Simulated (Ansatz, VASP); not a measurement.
# Li3OF in two plane-wave programs, part 3 of 3

One calculation is typed for both programs; each brings its own data sets. How far apart do they land? The cell is generated by rule, not measured, and may not be a known phase. The cell is taken from a series of runs on this material, whose earlier steps may have relaxed, scaled, displaced or heated it; both programs get it as it stands.

VASP 6.6.1 and Ansatz 0.2.0.

So far: The starting structure; VASP: zone-centre phonons, PBE.

The structure was built from a prototype and need not be the compound's stable phase.

### 3. Ansatz: zone-centre phonons, PBE

Level of this step: Ansatz beside VASP: Kohn-Sham DFT, plane waves, PBE (Ansatz).

Ansatz runs on its default PAW (the set named soft_2) files.

The same cell, functional and mesh now go to Ansatz, which takes its cutoff from its data sets.

File input.yaml:

```yaml
crystal:
  lattice:
    - [3.682023786, 0.0, 0.0]
    - [0.0, 3.682023786, 0.0]
    - [0.0, 0.0, 3.682023786]
  atoms:
    - { symbol: F, position: [0.0, 0.0, 0.0] }
    - { symbol: O, position: [0.5, 0.5, 0.5] }
    - { symbol: Li, position: [0.5, 0.5, 0.0] }
    - { symbol: Li, position: [0.5, 0.0, 0.5] }
    - { symbol: Li, position: [0.0, 0.5, 0.5] }
kpoints:
  mp_grid: { grid: [6, 6, 6] }
hamiltonian:
  xc: pbe
scf:
  occupations: { method: fixed }
output:
  eigenvalues: true
phonons:
  method: dfpt
  dielectric: true
  rigid_motions: translations
  qmesh: [2, 2, 2]
  temperatures: { t_max: 1000, t_step: 50 }
  qpath:
    path:
      - [[0.0, 0.0, 0.0], [0.0, 0.5, 0.0], [0.5, 0.5, 0.0], [0.0, 0.0, 0.0], [0.5, 0.5, 0.5], [0.0, 0.5, 0.0]]
      - [[0.5, 0.5, 0.5], [0.5, 0.5, 0.0]]
    npoints: 12
```

On the command line:

```
ansatz run input.yaml --threads 4 --pin off --max-ram 8192MiB --backend cpu --events-out ev --progress --plain --runs-dir out
```

Numbers of over 12 decimals in the logs are rounded to 6 here.

The log of the run:

```text
Engine: ansatz 0.2.0, aarch64-unknown-linux-gnu
Pseudopotentials: kind: paw
Pseudopotential: F, paw, valence charge 7, recommended cutoff 420 eV (normal), F.paw.azcp
Pseudopotential: O, paw, valence charge 6, recommended cutoff 420 eV (normal), O.paw.azcp
Pseudopotential: Li, paw, valence charge 3, recommended cutoff 420 eV (normal), Li.paw.azcp
Functional definition: PBE
  parameter kappa = 0.804
  parameter beta = 0.066725
  exchange = pbe_x(kappa = kappa, mu = beta*pi^2/3)
  correlation = pbe_c(beta = beta)
Crystal: 5 atoms, lattice volume = 49.918 Å³
Basis set: ecut = 420 eV, 949 PW (Γ), exchange–correlation on 50×50×50 points (8 copies of the dense FFT grid, shifted against one another)
Bands: 16, of which v1, the nominal top of the filled ones, is band 11 counted from 1 (10 counted from 0)
Symmetry: 48 space group operations
k-points: 80 of 216 (irreducible under 2 space group operations, time reversal used)
Non-local potential: F, projectors of the file, l = 0: 2, l = 1: 2, l = 2: 1
Non-local potential: O, projectors of the file, l = 0: 2, l = 1: 2, l = 2: 1
Non-local potential: Li, projectors of the file, l = 0: 3, l = 1: 2, l = 2: 1
PAW form: soft (Blöchl's): semilocal exchange-correlation on the pseudo side does not see the compensation charge
PAW one-centre angular grid: F, 110 points (default); XC on 64 Gauss nodes
PAW one-centre angular grid: O, 110 points (default); XC on 64 Gauss nodes
PAW one-centre angular grid: Li, 110 points (default); XC on 64 Gauss nodes
Initial density: superposition of atomic densities (neutral atoms: chi_scale 0, normalization atom), corrected by the library's trained network
Initial wavefunctions: pseudopotential atomic-orbital guess
Functional: x = pbe(κ = 0.804, μ = 0.219515), c = pbe(β = 0.066725)
SCF iter   1: F=—  HF=-1995.201956 eV  |F-HF|=—  |Δ(HF+E_count)|=         —  Δρ=5.83e-3  dr2=2.13e-2  ethr=1.77e-3  ⟨swp⟩=4.0  Hψ=5514  notcnv=0  defer=159
preconditioner: auto → none  [insulator: Δε(μ)=4.704 eV  Ē_g=15.216 eV  n_scr=6 (ndim 8)  ℏωp=21.0 eV  f_vac=0.000  ε∞_Penn≈2.9]
SCF iter   2: F=—  HF=-1995.200029 eV  |F-HF|=—  |Δ(HF+E_count)|=   1.93e-3  Δρ=6.57e-3  dr2=1.53e-2  ethr=9.66e-5  ⟨swp⟩=2.0  Hψ=2645  notcnv=0  defer=219
SCF iter   3: F=—  HF=-1995.196358 eV  |F-HF|=—  |Δ(HF+E_count)|=   3.67e-3  Δρ=7.25e-4  dr2=2.06e-4  ethr=6.98e-5  ⟨swp⟩=2.0  Hψ=1626  notcnv=0  defer=216
SCF iter   4: F=—  HF=-1995.196441 eV  |F-HF|=—  |Δ(HF+E_count)|=   8.31e-5  Δρ=3.89e-4  dr2=5.54e-5  ethr=9.35e-7  ⟨swp⟩=2.0  Hψ=1935  notcnv=0  defer=225
SCF iter   5: F=—  HF=-1995.196430 eV  |F-HF|=—  |Δ(HF+E_count)|=   1.09e-5  Δρ=5.62e-5  dr2=7.63e-7  ethr=2.52e-7  ⟨swp⟩=2.0  Hψ=1726  notcnv=0  defer=80
SCF iter   6: F=—  HF=-1995.196434 eV  |F-HF|=—  |Δ(HF+E_count)|=   3.14e-6  Δρ=1.23e-5  dr2=3.07e-8  ethr=3.47e-9  ⟨swp⟩=2.0  Hψ=1680  notcnv=0  defer=80
SCF iter   7: F=—  HF=-1995.196434 eV  |F-HF|=—  |Δ(HF+E_count)|=   4.70e-8  Δρ=1.35e-6  dr2=4.43e-10  ethr=1.39e-10  ⟨swp⟩=2.0  Hψ=1680  notcnv=0  defer=80
SCF iter   8: F=-1995.196434 eV  HF=-1995.196434 eV  |F-HF|=1.59e-12  |Δ(HF+E_count)|=  1.56e-10  Δρ=8.52e-8  dr2=2.58e-12  ethr=1.00e-12  ⟨swp⟩=9.5  Hψ=6561  notcnv=0
SCF 1 converged in 8 iterations: F = -1995.196434 eV  dr2 = 2.58e-12
  greatest PAW one-centre occupation: 1.000 electrons in one spin orbital (limit 2), on the Li atom at site 3 (counted from 0), in its partial waves of l = 0
DFPT response loops at Γ: preconditioner auto → none (the input reference at scf.mixing.eps_inf says where Resta's filter doesn't serve); β = 0.50; Broyden in place of MSR1
NSCF: frozen V_eff on 20 k-points
NSCF: frozen V_eff on 128 k-points
DFPT response loops at q = (0, 0, -0.5) (fractional): preconditioner auto → Resta (q_TF=auto, 2.380 Å⁻¹)  ε∞=3.5 (no band partly filled); β = 1.00, the filter's whole step (`scf.mixing.beta` (0.50) is not read by the response loops at its default; to damp them type it under 1.00, their step now; it binds the ground state too); Broyden in place of MSR1
NSCF: frozen V_eff on 128 k-points
DFPT response loops at q = (0, -0.5, -0.5) (fractional): preconditioner auto → none (the input reference at scf.mixing.eps_inf says where Resta's filter doesn't serve); β = 0.50; Broyden in place of MSR1
NSCF: frozen V_eff on 128 k-points
DFPT response loops at q = (-0.5, -0.5, -0.5) (fractional): mixed as the last ones told, above
SCF converged after 8 iterations
Free energy (F): -1995.196434 eV
Harris-Foulkes:  -1995.196434 eV  (|F-HF|=1.59e-12)
Internal energy: -1995.196434 eV  (E = F + TS)
E sigma→0 (E₀):  -1995.196434 eV
Fermi energy:    1.245201 eV
--- Per-component energies (eV) ---
  E_band       = -316.159365
  E_kinetic    = 451.440644
  E_local      = -1351.675763  (includes V_loc(G=0)·N_el)
  E_nonlocal   = 22.168636
  E_hartree    = 471.581793
  E_xc         = -188.678453
  E_vxc        = -241.609745  (∫ρ·V_xc dr)
  E_paw        = -421.645528  (= ΣΔE_a)
  E_vpaw       = -139.651242  (= ΣTr[D̂ρ^β])
  E_aug_tail   = 0.004541  (compensation charges beyond the density's cutoff)
  E_ewald      = -978.392304
  E_smearing   = -0.000000  (= −TS)
  E_closure    = -0.000000  (closes the sum)
  Σ components = -1995.196434   (vs F -1995.196434, Δ=0.00e0)
--- Band table (eV; the first three rows and the last of 80) ---
  k-point 0: bands = [... 7 lower, -1.0888, 0.6161, 0.6161, 0.6161, 6.0453, 12.7173, 12.7173, 13.7054, ... 1 higher]
  k-point 1: bands = [... 7 lower, -1.0027, 0.5099, 0.5609, 0.5609, 6.4700, 11.8258, 12.4104, 13.5979, ... 1 higher]
  k-point 2: bands = [... 7 lower, -0.8008, 0.3625, 0.4228, 0.4228, 7.4940, 10.7001, 11.9215, 13.3295, ... 1 higher]
  k-point 79: bands = [... 7 lower, -1.2529, 0.9436, 0.9436, 0.9436, 8.9266, 8.9266, 8.9266, 14.5063, ... 1 higher]
--- Phonons (Γ-DFPT): 4 representative perturbations + reference, on 80 of 216 k-points (Σ response iterations 15) ---
  k mesh reduced under 2 symmetry operations, with k and −k counted as one. Each operation leaves every solved perturbation unchanged. A smaller set is not considered because the run solves the response to a homogeneous field
  ASR residual: 5.718e-4 → 0.000e0 eV/Å²; symmetrization residual: 7.228e-7 eV/Å²
  ASR residual per site (eV/Å²): 4.45e-5 5.72e-4 4.47e-4 4.47e-4 4.47e-4
  Γ frequencies (cm⁻¹): -178.24 -178.24 -178.24 0.00 0.00 0.00 39.84 39.84 39.84 404.54 404.54 404.54 724.66 724.66 724.66
  ε∞ (high-frequency dielectric tensor):
        2.444801     0.000000     0.000000
        0.000000     2.444801     0.000000
        0.000000     0.000000     2.444801
  softest optical mode at Γ: -178.24 cm⁻¹; the repairs (sum rule, projections) moved no ω² at Γ by more than (4.24 cm⁻¹)²
  Born effective charges Z* (e; rows j = field, columns β = displacement):
    site 0:
        -1.29036    0.00000    0.00000
        -0.00000   -1.29036    0.00000
         0.00000    0.00000   -1.29036
    site 1:
        -1.71084    0.00000    0.00000
         0.00000   -1.71084    0.00000
         0.00000    0.00000   -1.71084
    site 2:
         0.97693    0.00000    0.00000
        -0.00000    0.97693    0.00000
         0.00000    0.00000    1.04735
    site 3:
         0.97693    0.00000    0.00000
        -0.00000    1.04735    0.00000
         0.00000    0.00000    0.97693
    site 4:
         1.04735    0.00000    0.00000
        -0.00000    0.97693    0.00000
         0.00000    0.00000    0.97693
  Z* charge neutrality: 2.816e-6 e pre-enforcement
  k-mesh period / interband length: 22.1 Å / 0.91 Å = 24.23 at k = (0.0000, 0.0000, 0.0000), direct gap 5.429 eV — 14 or more, which is no proof of convergence
  optical modes at Γ without the LO–TO term, one row a degenerate level:
      ω (cm⁻¹)  modes    IR ((D/Å)²/amu)
       -178.24      3            22.5873
         39.84      3             0.0000
        404.54      3            10.4843
        724.66      3            15.6322
  optical modes at Γ + LO–TO along q̂ = [1.0000, 0.0000, 0.0000]:
      ω (cm⁻¹)  modes    IR ((D/Å)²/amu)
       -178.24      2            15.0582
         39.84      3             0.0000
[...]
optical modes at Γ + LO–TO along q̂ = [0.0000, 1.0000, 0.0000]:
      ω (cm⁻¹)  modes    IR ((D/Å)²/amu)
[...]
811.14      1            10.0578
  optical modes at Γ + LO–TO along q̂ = [0.0000, 0.0000, 1.0000]:
      ω (cm⁻¹)  modes    IR ((D/Å)²/amu)
       -178.24      2            15.0582
         39.84      3             0.0000
        212.97      1             2.1286
        404.54      2             6.9895
        487.27      1             4.0483
        724.66      2            10.4215
        811.14      1            10.0578
--- Phonons (arbitrary-q DFPT): 4 irreducible q on the 2×2×2 mesh ---
  q = [0.0000, 0.0000, 0.0000] (star 1, of the zone-centre solve; hermiticity 1.31e-7, symmetrization 5.76e-8): -178.24 -178.24 -178.24 -0.00 -0.00 0.00 39.84 39.84 39.84 404.54 404.54 404.54 724.66 724.66 724.66
  q = [0.0000, 0.0000, -0.5000] (star 3, 9 solved perturbations in 504 linear systems a pass and spin channel, the states on 64 of 216 k-point pairs; hermiticity 1.20e-7, symmetrization 4.85e-12): -151.30 -151.30 -84.74 -84.74 143.97 180.60 221.28 221.28 293.58 344.05 344.05 594.18 709.70 721.68 721.68
  q = [0.0000, -0.5000, -0.5000] (star 3, 9 solved perturbations in 504 linear systems a pass and spin channel, the states on 64 of 216 k-point pairs; hermiticity 1.27e-7, symmetrization 5.82e-12): -246.33 -178.77 -178.77 -12.25 159.05 159.05 248.54 248.54 288.33 490.06 503.48 503.48 601.40 719.03 764.52
  q = [-0.5000, -0.5000, -0.5000] (star 1, 4 solved perturbations in 184 linear systems a pass and spin channel, the states on 64 of 216 k-point pairs; hermiticity 2.82e-8, symmetrization 5.89e-12): -248.29 -248.29 -248.29 -156.69 -156.69 -156.69 434.91 434.91 434.91 473.03 473.03 473.03 600.85 600.85 802.55
  sum rule: each row above includes the acoustic sum rule's correction from the zone centre's row sums; it moved no ω² by more than (4.18 cm⁻¹)²
  mesh force constants: q→R imaginary residual 8.57e-18; ASR residual 5.718e-4 → 0.000e0 eV/Å²; symmetrization residual 7.105e-15 eV/Å²
  interpolated dispersion: 75 rows × 15 modes
  density of states and harmonic sums: on the 18×18×18 q-mesh, interpolated from the force constants of a 2×2×2 supercell (with the dipole–dipole term)
  largest difference from the sums on the solved wave vectors: F 4.84e-3 eV, S 1.94e-5 and C_V 1.46e-5 eV/K
  zero-point energy: 0.278147 eV/cell   skipped modes (ω ≤ 0): 1004, of them read as no rigid motion or as one in doubt: 1001 (4.572e0 modes/cell left out, lowest -248.29 cm⁻¹)   left out of the sums: 3.05e-1 of the cell's modes: C_V's classical limit lies that fraction below 3 k_B per atom; for a crystal, a wire or a layer, F and S can be off by more, and a phonons.interpolated_qmesh denser along its periods is the remedy for the sampling
```

### 4. Differences

Known differences besides the potentials themselves: fixed occupations in Ansatz, narrow Gaussian smearing in VASP; VASP's run holds the zone centre alone; the cutoff is 420 eV in Ansatz and 750 eV in VASP. Total energies have different zeros and are not compared.

The two programs side by side:

| quantity | Ansatz | VASP | difference |
| --- | --- | --- | --- |
| ε∞ xx | 2.44 | 2.45 | -0.19 % |
| ε∞ yy | 2.44 | 2.45 | -0.19 % |
| ε∞ zz | 2.44 | 2.45 | -0.19 % |
| Born charge of F1 (mean of the diagonal) (e) | -1.29 | -1.29 | 0.00 |
| Born charge of O2 (mean of the diagonal) (e) | -1.71 | -1.71 | 0.00 |
| Born charge of Li3 (mean of the diagonal) (e) | 1.00 | 1.00 | 0.00 |
| optical mode 1 to 3 (imaginary, printed as negative) (cm⁻¹) | -178.2 | -178.5 | +0.3 |
| optical mode 4 to 6 (cm⁻¹) | 39.8 | 21.0 | +18.8 |
| optical mode 7 to 9 (cm⁻¹) | 404.5 | 402.5 | +0.52 % |
| optical mode 10 to 12 (cm⁻¹) | 724.7 | 744.2 | -2.63 % |

Modes are paired by rising frequency, not by their patterns, so a pair may set unlike modes beside each other; they are those without the splitting of longitudinal modes.

### 5. Outcome

```
r.m.s. difference of the optical zone-centre modes, each program's sorted by frequency (zone-centre phonons, PBE) : 14 cm⁻¹
difference in optical mode 10 to 12 (zone-centre phonons, PBE)                                                    : -2.6 %
```

In words: The r.m.s. difference of the optical zone-centre modes, each program's sorted by frequency is 14 cm⁻¹ (zone-centre phonons, PBE). Among the rows given in per cent, the largest difference of the zone-centre phonons, PBE pair is in optical mode 10 to 12, -2.6 %. What causes the difference of the zone-centre phonons, PBE pair stays open here. Such differences can come from data sets, numerical settings and the points named under the comparisons, not from the functional's error against experiment.

[Lines on the potential files, build, host, timing and source positions are cut from VASP's logs without a mark.]

[Logs are printed without paths, hosts, clocks, repeated set-up lines and the standing remarks that a program may print on its own settings, such as how far it seeks lower states.]

[Hosts, paths, dates, database ids (printed as entryN), source tags and the programs' standing remarks are cut or masked in the printed files.]
